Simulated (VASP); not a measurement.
B2C, 12 atoms in the cell. The typed cell holds 12 atoms: a = 6.227 Å, b = 6.209 Å, c = 12.458 Å, α = 154.98°, β = 154.13°, γ = 36.48°. The cell was built by a generator and needn't be a form met in nature.

| Item | Value |
| --- | --- |
| Program | VASP 6.6.1 |
| Task | relaxation of cell and atoms |
| Functional | PBE |
| Potentials or basis | VASP PAW PBE potentials, release 64 (B, C) |
| Cutoff | 520 eV |
| k mesh | 8 × 8 × 8 |
| Occupations | gaussian, width 0.15 eV |
| Spin | no spin polarisation |
| Further INCAR settings | PREC = Normal; LREAL = Auto; ALGO = Fast; EDIFF = 1e-05; ISYM = 0; IBRION = 2; EDIFFG = -0.03; NSW = 110; ISIF = 3 |

Potentials or basis: VASP PAW PBE potentials, release 64 (B, C).

Command:

```console
$ cat potpaw_PBE.64/B/POTCAR potpaw_PBE.64/C/POTCAR > POTCAR
$ mpirun -np 4 vasp_std > vasp.out
```

Hardware: 4 MPI ranks on Intel(R) Xeon(R) 6975P-C (Granite Rapids) (shared host).

Q: Estimate the wall time of this run.

A: Run time: 75 min on 4 MPI ranks on Intel(R) Xeon(R) 6975P-C (Granite Rapids), on a shared host, peak memory 0.58 GiB a rank. Counts: scf iterations 255, k points 260, ion steps 43.
